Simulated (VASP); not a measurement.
Output of a VASP run:

File OSZICAR:
```
       N       E                     dE             d eps       ncg     rms          rms(c)
DAV:   1     0.394176207891E+03    0.39418E+03   -0.22251E+04  1984   0.111E+03
DAV:   2    -0.260110895486E+02   -0.42019E+03   -0.41154E+03  2146   0.352E+02
DAV:   3    -0.496381266556E+02   -0.23627E+02   -0.23335E+02  2204   0.812E+01
DAV:   4    -0.501998903606E+02   -0.56176E+00   -0.56071E+00  2187   0.132E+01
DAV:   5    -0.502148069866E+02   -0.14917E-01   -0.14912E-01  2218   0.208E+00    0.351E+01
DAV:   6    -0.476704449517E+02    0.25444E+01   -0.16845E+01  2003   0.228E+01    0.158E+01
DAV:   7    -0.474080843795E+02    0.26236E+00   -0.41063E+00  2021   0.940E+00    0.636E+00
DAV:   8    -0.472886645106E+02    0.11942E+00   -0.57335E-01  2334   0.442E+00    0.181E+00
DAV:   9    -0.472902006635E+02   -0.15362E-02   -0.57581E-02  2311   0.121E+00    0.862E-01
DAV:  10    -0.472889456023E+02    0.12551E-02   -0.27383E-02  2231   0.102E+00    0.325E-01
DAV:  11    -0.472885744690E+02    0.37113E-03   -0.45256E-03  2109   0.401E-01    0.151E-01
DAV:  12    -0.472885711239E+02    0.33451E-05   -0.19809E-04  2179   0.761E-02    0.726E-02
DAV:  13    -0.472885896147E+02   -0.18491E-04   -0.97939E-05  2359   0.535E-02    0.263E-02
DAV:  14    -0.472885938600E+02   -0.42453E-05   -0.86239E-06  1923   0.150E-02    0.104E-02
DAV:  15    -0.472885942965E+02   -0.43649E-06   -0.14355E-06  1519   0.776E-03
   1 F= -.47288594E+02 E0= -.47288594E+02  d E =-.490097E-14
```

### OUTCAR
```
------------------------ aborting loop because EDIFF is reached ----------------------------------------
  FORCE on cell =-STRESS in cart. coord.  units (eV):
  Direction    XX          YY          ZZ          XY          YZ          ZX
  --------------------------------------------------------------------------------------
  Total       -2.8751562     -2.8751566     -1.9848592      0.0000000     -0.0000000      0.0000000
  in kB      -39.1169282    -39.1169333    -27.0043053      0.0000000     -0.0000000      0.0000000
  external PRESSURE =     -35.0793889 kB  Pullay stress =       0.0000000 kB
  volume of cell :      117.76
      direct lattice vectors                 reciprocal lattice vectors
     3.219246000  0.000000000  0.000000000     0.310631744  0.179343309  0.000000000
    -1.609623000  2.787949000  0.000000000     0.000000000  0.358686619  0.000000000
     0.000000000  0.000000000 13.121041000     0.000000000  0.000000000  0.076213465
 POSITION                                       TOTAL-FORCE (eV/Angst)
 -----------------------------------------------------------------------------------
     -0.00000      1.85863      3.28026        -0.000000     -0.000000      0.000000
      1.60962      0.92932      9.84078         0.000000     -0.000000      0.000000
     -0.00000      1.85863      8.26363         0.000000      0.000000      0.343584
      1.60962      0.92932      4.85741        -0.000000     -0.000000     -0.343584
      1.60962      0.92932      1.70311        -0.000000     -0.000000      0.343584
     -0.00000      1.85863     11.41793         0.000000      0.000000     -0.343584
 -----------------------------------------------------------------------------------
    total drift:                               -0.001121      0.000446     -0.000036
  FREE ENERGIE OF THE ION-ELECTRON SYSTEM (eV)
  ---------------------------------------------------
  free  energy   TOTEN  =       -47.2885942965 eV

  energy  without entropy=      -47.2885942965  energy(sigma->0) =      -47.28859430
```
(Selected blocks of OUTCAR.)

### POSCAR
```
WS2
1
    3.2192460000     0.0000000000     0.0000000000
   -1.6096230000     2.7879490000     0.0000000000
    0.0000000000     0.0000000000    13.1210410000
W S
2 4
Direct
  0.3333330000   0.6666670000   0.2500000000
  0.6666670000   0.3333330000   0.7500000000
  0.3333330000   0.6666670000   0.6298000000
  0.6666670000   0.3333330000   0.3702000000
  0.6666670000   0.3333330000   0.1298000000
  0.3333330000   0.6666670000   0.8702000000
```

**Question.** Reconstruct the remaining input files.

**Answer.** Several could match; the one computed here: the input of the run itself, PBE GGA, plane waves, VASP's PBE PAW potentials (set 64).

### INCAR
```
! general
SYSTEM   =  WS2
PREC     =  Accurate
ENCUT    =  300   ! plane-wave cut-off (eV)
LREAL    =  .FALSE.
LASPH    =  .TRUE.   ! aspherical one-centre terms

! electronic loop
EDIFF    =  1E-6   ! SCF stop (eV)
NELM     =  100   ! most electronic steps
ALGO     =  Normal   ! blocked Davidson
LMAXMIX  =  6

! smearing
ISMEAR   =  0
SIGMA    =  0.01   ! width (eV)

! functional
GGA      =  PE   ! PBE

! ions
ISIF     =  2   ! forces and stress, cell fixed

! output
LWAVE    =  .FALSE.
LCHARG   =  .FALSE.
```

KPOINTS:
```
Automatic mesh
0
Gamma
10 10 2
0 0 0
```

POTCAR, in this order: W_sv S (PBE.64 set). Program: vasp_std.

At this cut-off the stress carries a Pulay error, which pulls relaxed volumes low.

The structure comes from a computed database's WS2 entry; how it stands against other phases isn't given here. The cell was not relaxed at this level. The run is one of a series of settings (GGA = PE, KPOINTS 10×10×2 Γ-centred mesh against the base run), some of them coarse on purpose.
